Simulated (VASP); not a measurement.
Energy against volume of HfO2 (fluorite). Calculation: PBE GGA with D3 dispersion (zero damping), VASP's PBE PAW potentials (set 64) (plane waves; VASP). Run with 520 eV cut-off, 8×8×8 Γ-centred mesh, Gaussian smearing of 0.050 eV, potentials Hf_pv O.

```json
[
 {"V (Å³/atom)": "10.409", "E (eV/atom)": "-10.25920"},
 {"V (Å³/atom)": "10.731", "E (eV/atom)": "-10.26788"},
 {"V (Å³/atom)": "11.053", "E (eV/atom)": "-10.26091"},
 {"V (Å³/atom)": "11.375", "E (eV/atom)": "-10.24061"}
]
```

Problem. Fit these four points and predict the energy of the run at 10.087 Å³/atom.

Solution. A cubic in V^(−2/3), the third-order Birch-Murnaghan form, passes through the four points with V0 = 10.74 Å³/atom and B0 = 258 GPa, and gives -10.2321 eV/atom there. The run gave -10.2322 eV/atom, -0.0 meV/atom from the fit; all five points give B0 = 258 GPa.

The compound is HfO2 in the fluorite structure, the high-temperature cubic form, which is unstable at 0 K; the monoclinic form is the stable one. It was relaxed first.
